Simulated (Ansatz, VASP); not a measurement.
# Cr2Si2SnC in two plane-wave programs, part 2 of 2

One calculation is typed for both programs; each brings its own data sets and cutoff. How far apart do they land? The cell is invented: Sites of the CeCr2Si2C structure (space group 123) filled with other elements, volume scaled by an estimate. It may not be a known or stable phase.

VASP 6.6.1 and Ansatz 0.2.0.

So far: The structure; Ansatz: relaxation of cell and atoms, PBE.

## (3) VASP: relaxation of cell and atoms, PBE

Level of this step: PBE, spin-polarised from a ferromagnetic start; plane waves and PAW (Sn_d, Cr_pv, Si, C); invented cell (VASP).

The same cell, functional, mesh and smearing now go to VASP, with its own data sets and cutoff.

Lines of VASP's logs that name or quote its potential files are left out, and so is its time.

Contents of INCAR:

```
SYSTEM = Cr2Si2SnC
PREC = Accurate
ENCUT = 520
EDIFF = 1E-06
NELM = 100
ISMEAR = -1
SIGMA = 0.05
LREAL = .FALSE.
ALGO = Normal
GGA = PE
ISPIN = 2
MAGMOM = 0 3 3 0 0 0
LMAXMIX = 4
LORBIT = 11
LWAVE = .FALSE.
LCHARG = .FALSE.
KPAR = 2
IBRION = 2
NSW = 60
ISIF = 3
EDIFFG = -0.01
```

Contents of POSCAR:

```
Cr2Si2SnC
1.0
    4.0475430000      0.0000000000      0.0000000000
    0.0000000000      4.0475430000      0.0000000000
    0.0000000000      0.0000000000      5.3311810000
Sn Cr Si C
1 2 2 1
Direct
    0.0000000000      0.0000000000      0.0000000000
    0.0000000000      0.5000000000      0.5000000000
    0.5000000000      0.0000000000      0.5000000000
    0.5000000000      0.5000000000      0.2240000000
    0.5000000000      0.5000000000      0.7760000000
    0.0000000000      0.0000000000      0.5000000000
```

Contents of KPOINTS:

```
Automatic mesh
0
Gamma
7 7 5
0 0 0
```

PAW data sets: Sn_d, Cr_pv, Si and C (PBE family, release 64).

On the command line:

```
mpirun -np 2 vasp_std
```

Numbers of over 12 decimals in the logs are rounded to 6 here.

The program printed:

```text
[banner, memory and clock lines left out]
running    2 mpi-ranks, on    1 nodes
 distrk:  each k-point on    1 cores,    2 groups
 distr:  one band on    1 cores,    1 groups

 POSCAR found type information on POSCAR SnCrSiC
 POSCAR found :  4 types and       6 ions
 LDA part: xc-table for (Slater+PW92), standard interpolation
 POSCAR, INCAR and KPOINTS ok, starting setup
 FFT: planning ... GRIDC
 FFT: planning ... GRID_SOFT
 FFT: planning ... GRID
 WAVECAR not read
 entering main loop
       N       E                     dE             d eps       ncg     rms          rms(c)
DAV:   1     0.523967963484E+03    0.52397E+03   -0.25771E+04  4098   0.190E+03
DAV:   2     0.961129139378E+01   -0.51436E+03   -0.49698E+03  3968   0.525E+02
DAV:   3    -0.447943477302E+02   -0.54406E+02   -0.51757E+02  4861   0.156E+02
DAV:   4    -0.477366489098E+02   -0.29423E+01   -0.28680E+01  4880   0.344E+01
DAV:   5    -0.478424228285E+02   -0.10577E+00   -0.10552E+00  5568   0.692E+00    0.313E+01
DAV:   6    -0.578313631311E+02   -0.99889E+01   -0.13812E+02  5298   0.776E+01    0.417E+01
DAV:   7    -0.414393105461E+02    0.16392E+02   -0.10085E+02  5278   0.718E+01    0.106E+01
DAV:   8    -0.413861633312E+02    0.53147E-01   -0.78421E+00  4495   0.134E+01    0.420E+00
DAV:   9    -0.412840677053E+02    0.10210E+00   -0.71313E-01  4889   0.486E+00    0.181E+00
DAV:  10    -0.412772404743E+02    0.68272E-02   -0.86392E-02  5085   0.162E+00    0.132E+00
DAV:  11    -0.412944573630E+02   -0.17217E-01   -0.35877E-02  5099   0.994E-01    0.109E+00
DAV:  12    -0.413031803937E+02   -0.87230E-02   -0.82274E-03  5267   0.442E-01    0.104E+00
DAV:  13    -0.413129097779E+02   -0.97294E-02   -0.68590E-03  5175   0.417E-01    0.958E-01
DAV:  14    -0.413323617924E+02   -0.19452E-01   -0.16155E-01  5025   0.214E+00    0.396E-01
DAV:  15    -0.413345235649E+02   -0.21618E-02   -0.13164E-02  4730   0.641E-01    0.337E-01
DAV:  16    -0.413360998723E+02   -0.15763E-02   -0.68846E-03  4896   0.533E-01    0.102E-01
DAV:  17    -0.413361820399E+02   -0.82168E-04   -0.39340E-04  4337   0.132E-01    0.541E-02
DAV:  18    -0.413361863972E+02   -0.43573E-05   -0.53076E-05  5779   0.431E-02    0.230E-02
DAV:  19    -0.413361912788E+02   -0.48816E-05   -0.27736E-05  4861   0.303E-02    0.133E-02
DAV:  20    -0.413361916523E+02   -0.37349E-06   -0.11089E-05  4401   0.231E-02    0.691E-03
DAV:  21    -0.413361922466E+02   -0.59434E-06   -0.12371E-06  2530   0.816E-03
   1 F= -.41336192E+02 E0= -.41319157E+02  d E =-.413362E+02  mag=     2.5179
[... from here on, the cycles between the ionic steps are left out ...]
   2 F= -.41450636E+02 E0= -.41432838E+02  d E =-.114444E+00  mag=     2.2873
   3 F= -.41450748E+02 E0= -.41433031E+02  d E =-.114556E+00  mag=     2.2927
   4 F= -.41476516E+02 E0= -.41461087E+02  d E =-.257679E-01  mag=     2.5140
   5 F= -.41476511E+02 E0= -.41461076E+02  d E =-.257630E-01  mag=     2.5144
   6 F= -.41477583E+02 E0= -.41462003E+02  d E =-.107117E-02  mag=     2.5229
   7 F= -.41477701E+02 E0= -.41462028E+02  d E =-.118996E-02  mag=     2.5267
   8 F= -.41477705E+02 E0= -.41462065E+02  d E =-.119398E-02  mag=     2.5265
   9 F= -.41477915E+02 E0= -.41462451E+02  d E =-.209481E-03  mag=     2.5373
 trial-energy change:   -0.000209  1 .order   -0.000213   -0.000401   -0.000026
 step:   1.1655(harm=  1.1655)  dis= 0.00291  next Energy=   -41.477920 (dE=-0.214E-03)
 bond charge predicted
       N       E                     dE             d eps       ncg     rms          rms(c)
DAV:   1    -0.414779185761E+02   -0.29332E-05   -0.12886E-04  4209   0.863E-02    0.151E-02
DAV:   2    -0.414779171429E+02    0.14333E-05   -0.13434E-05  4871   0.314E-02    0.105E-02
DAV:   3    -0.414779163139E+02    0.82896E-06   -0.78808E-06  4352   0.219E-02
  10 F= -.41477916E+02 E0= -.41462473E+02  d E =-.210906E-03  mag=     2.5384
 curvature:  -0.65 expect dE=-0.142E-04 dE for cont linesearch -0.299E-05
 trial: gam=-0.11424 g(F)=  0.630E-06 g(S)=  0.213E-04 ort = 0.435E-04 (trialstep = 0.111E+01)
 search vector abs. value=  0.173E-04
 reached required accuracy - stopping structural energy minimisation
```

Parts of OUTCAR (step 3):

```text
ion  position               nearest neighbor table
   1  0.000  0.000  0.000-   6 2.67   6 2.67   4 3.10   5 3.10   4 3.10   5 3.10   4 3.10   5 3.10
                             4 3.10   5 3.10   2 3.35   2 3.35   3 3.35   3 3.35   3 3.35   3 3.35
   2  0.000  0.500  0.500-   6 2.02   6 2.02   4 2.50   5 2.50   4 2.50   5 2.50   3 2.86   3 2.86
                             3 2.86   3 2.86   1 3.35   1 3.35   1 3.35   1 3.35
   3  0.500  0.000  0.500-   6 2.02   6 2.02   4 2.50   4 2.50   5 2.50   5 2.50   2 2.86   2 2.86
                             2 2.86   2 2.86   1 3.35   1 3.35   1 3.35   1 3.35
   4  0.500  0.500  0.224-   5 2.39   3 2.50   2 2.50   3 2.50   2 2.50   5 2.94   1 3.10   1 3.10
                             1 3.10   1 3.10
   5  0.500  0.500  0.776-   4 2.39   3 2.50   2 2.50   3 2.50   2 2.50   4 2.94   1 3.10   1 3.10
                             1 3.10   1 3.10
   6  0.000  0.000  0.500-   2 2.02   3 2.02   2 2.02   3 2.02   1 2.67   1 2.67

  LATTYP: Found a simple tetragonal cell.
 ALAT       =     4.0475430000
 C/A-ratio  =     1.3171400526

 Subroutine GETGRP returns: Found 16 space group operations
 (whereof 16 operations were pure point group operations)

The static configuration has the point symmetry D_4h.

 Found     30 irreducible k-points:

   k-points           NKPTS =     30   k-points in BZ     NKDIM =     30   number of bands    NBANDS=     33

   dimension x,y,z NGX =    30 NGY =   30 NGZ =   40
   dimension x,y,z NGXF=    60 NGYF=   60 NGZF=   80

   ENCUT  =  520.0 eV  38.22 Ry    6.18 a.u.   7.53  7.53  9.91*2*pi/ulx,y,z

   NELECT =      50.0000    total number of electrons

 k-points in reciprocal lattice and weights: Automatic mesh
   0.00000000  0.00000000  0.00000000       0.004
   0.14285714  0.00000000  0.00000000       0.016
   0.28571429  0.00000000  0.00000000       0.016
   0.42857143  0.00000000  0.00000000       0.016
   0.14285714  0.14285714  0.00000000       0.016
   0.28571429  0.14285714  0.00000000       0.033
   0.42857143  0.14285714  0.00000000       0.033
   0.28571429  0.28571429  0.00000000       0.016
   0.42857143  0.28571429  0.00000000       0.033
[...]
0.42857143  0.28571429  0.40000000       0.065
   0.42857143  0.42857143  0.40000000       0.033

 average (electrostatic) potential at core
       1 -97.9748       2 -67.2771       3 -67.2771       4 -80.2439       5 -80.2439
       6 -45.6578

 E-fermi :   9.2262

 spin component 1
 k-point     1 :       0.0000    0.0000    0.0000
  band No.  band energies     occupation
    ...
     24       8.3478      1.00000
     25       8.8323      0.99962
     26       8.8323      0.99962
     27       9.1035      0.92085
     28       9.1035      0.92085
     29       9.3960      0.03241
     30      10.5918      0.00000
     31      12.8053      0.00000
     32      13.4300      0.00000
     33      13.8928      0.00000

 k-point     2 :       0.1429    0.0000    0.0000
  band No.  band energies     occupation
    ...
     24       8.4708      1.00000
     25       8.7229      0.99996
     26       9.0805      0.94853
     27       9.1779      0.72410
     28       9.1781      0.72333
     29      10.1421      0.00000
     30      10.7402      0.00000
     31      12.4864      0.00000
     32      12.9562      0.00000
     33      13.5344      0.00000

 k-point     3 :       0.2857    0.0000    0.0000
  band No.  band energies     occupation
    ...
     22       7.9310      1.00000
     23       8.4157      1.00000
     24       8.4350      1.00000
     25       8.7036      0.99997
     26       8.7145      0.99996
     27       9.4202      0.02022
     28       9.9852      0.00000
     29      10.9099      0.00000
     30      11.0487      0.00000
     31      11.3524      0.00000
    ...

 k-point     4 :       0.4286    0.0000    0.0000
  band No.  band energies     occupation
    ...
     22       7.6860      1.00000
     23       8.1195      1.00000
     24       8.2462      1.00000
     25       8.6256      0.99999
     26       9.0788      0.95016
     27       9.7040      0.00007
     28       9.8899      0.00000
     29      10.9419      0.00000
     30      11.2762      0.00000
     31      11.4722      0.00000
    ...

 k-point     5 :       0.1429    0.1429    0.0000
  band No.  band energies     occupation
    ...
     22       7.4961      1.00000
     23       8.3247      1.00000
     24       8.3721      1.00000
     25       8.8888      0.99883
     26       8.9265      0.99751
     27       9.4949      0.00461
     28       9.7939      0.00001
     29      10.2215      0.00000
     30      11.0747      0.00000
     31      12.0677      0.00000
    ...

 k-point     6 :       0.2857    0.1429    0.0000
  band No.  band energies     occupation
    ...
     22       7.6772      1.00000
     23       8.2029      1.00000
     24       8.3257      1.00000
     25       8.5674      1.00000
     26       8.9051      0.99838
     27       9.7053      0.00007
     28      10.1416      0.00000
     29      10.4754      0.00000
     30      11.1866      0.00000
     31      11.5060      0.00000
    ...

  Total        0.0298801      0.0298801     -0.0294207      0.0000000     -0.0000000      0.0000000
  in kB        0.5502435      0.5502435     -0.5417846      0.0000000     -0.0000000      0.0000000
  external PRESSURE =       0.1862341 kB  Pullay stress =       0.0000000 kB

  energy-cutoff  :      520.00
  volume of cell :       87.00
      direct lattice vectors                 reciprocal lattice vectors
     3.948946638 -0.000000000  0.000000000     0.253232087  0.000000000 -0.000000000
    -0.000000000  3.948946638  0.000000000     0.000000000  0.253232087  0.000000000
     0.000000000 -0.000000000  5.579240311    -0.000000000 -0.000000000  0.179235872

 POSITION                                       TOTAL-FORCE (eV/Angst)
 -----------------------------------------------------------------------------------
      0.00000      0.00000      0.00000        -0.000000      0.000000      0.000000
      0.00000      1.97447      2.78962        -0.000000      0.000000      0.000000
      1.97447     -0.00000      2.78962        -0.000000     -0.000000      0.000000
      1.97447      1.97447      1.25001         0.000000     -0.000000      0.002555
      1.97447      1.97447      4.32923        -0.000000      0.000000     -0.002555
      0.00000     -0.00000      2.78962        -0.000000     -0.000000      0.000000
 -----------------------------------------------------------------------------------
    total drift:                                0.000000     -0.000000     -0.000000

  FREE ENERGIE OF THE ION-ELECTRON SYSTEM (eV)
  ---------------------------------------------------
  free  energy   TOTEN  =       -41.4779163139 eV

  energy  without entropy=      -41.4470301250  energy(sigma->0) =      -41.46247322

 reached required accuracy - stopping structural energy minimisation

 total charge
# of ion       s       p       d       tot
------------------------------------------
    1        1.341   0.747  10.029  12.117
    2        0.338   6.377   4.315  11.030
    3        0.338   6.377   4.315  11.030
    4        0.788   0.838   0.000   1.626
    5        0.788   0.838   0.000   1.626
    6        0.921   1.444   0.000   2.365
--------------------------------------------------
tot          4.516  16.622  18.658  39.796

 magnetization (x)
# of ion       s       p       d       tot
------------------------------------------
    1       -0.001  -0.013  -0.004  -0.018
    2        0.008   0.009   1.369   1.387
    3        0.008   0.009   1.369   1.387
    4       -0.013  -0.042   0.000  -0.055
    5       -0.013  -0.042   0.000  -0.055
    6       -0.015  -0.118   0.000  -0.133
--------------------------------------------------
tot         -0.026  -0.196   2.734   2.512

[... 6 further parts left out ...]
```

CONTCAR:

```
Cr2Si2SnC
   1.00000000000000
     3.9489466376089792   -0.0000000000000000    0.0000000000000000
    -0.0000000000000000    3.9489466376089792    0.0000000000000000
     0.0000000000000000   -0.0000000000000000    5.5792403108154378
  Sn              Cr              Si              C
     1     2     2     1
Direct
     0.0000000000000000    0.0000000000000000    0.0000000000000000
     0.0000000000000000    0.5000000000000000    0.5000000000000000
     0.5000000000000000    0.0000000000000000    0.5000000000000000
     0.5000000000000000    0.5000000000000000    0.2240465750568410
     0.5000000000000000    0.5000000000000000    0.7759534249431589
     0.0000000000000000    0.0000000000000000    0.5000000000000000
```

## (4) Differences

Known differences besides the potentials themselves: both relaxations stop at a tolerance, which leaves soft axes loose, and VASP keeps its plane-wave basis; the data sets hold 54 valence electrons in Ansatz (default PAW (the set named soft_2) files) and 50 in VASP; the cutoff is 420 eV in Ansatz and 520 eV in VASP; VASP leaves aspherical gradient terms in its spheres out (LASPH is not set), Ansatz keeps them; Ansatz adds a Pulay correction to the stress that steers its cell, VASP none; site moments are counted in spheres of each program's own size. Total energies have different zeros and are not compared.

The two programs side by side:

```
                                         quantity  Ansatz   VASP  difference
                                      volume (Å³)   87.08  87.00     +0.09 %
edge a after relaxation, in the typed setting (Å)   3.949  3.949     -0.01 %
edge c after relaxation, in the typed setting (Å)   5.585  5.579     +0.11 %
                                total moment (μB)    2.56   2.54       +0.02
                               moment on Cr2 (μB)    1.16   1.39       -0.23
                               moment on Cr3 (μB)    1.16   1.39       -0.23
                                moment on C6 (μB)   -0.15  -0.13       -0.02
                               moment on Si4 (μB)   -0.05  -0.06        0.00
                               moment on Si5 (μB)   -0.05  -0.06        0.00
```

The walks stopped with 0.00 GPa left in Ansatz and 0.02 GPa in VASP; each walk ends within a tolerance, so the volume difference is uncertain by about these residues over the bulk modulus, most in soft cells.

## (5) Outcome

| Quantity | Value |
| --- | --- |
| difference in edge c after relaxation, in the typed setting (relaxation of cell and atoms, PBE) | 0.11 % |

**Reading.** The difference in edge c after relaxation, in the typed setting is 0.11 % (relaxation of cell and atoms, PBE), within the 1.2 % picked in this series as the mark of a large difference, as far as the stopping tolerances let one tell. Such differences can come from data sets, numerical settings and the points named under the comparisons, not from the functional's error against experiment.

[Lines on the potential files, build, host, timing and source positions are cut from VASP's logs without a mark.]

[Logs are printed without paths, hosts, clocks, repeated set-up lines and the standing remarks that a program may print on its own settings, such as how far it seeks lower states.]

[Hosts, paths, dates, database ids (printed as entryN), source tags and the programs' standing remarks are cut or masked in the printed files.]
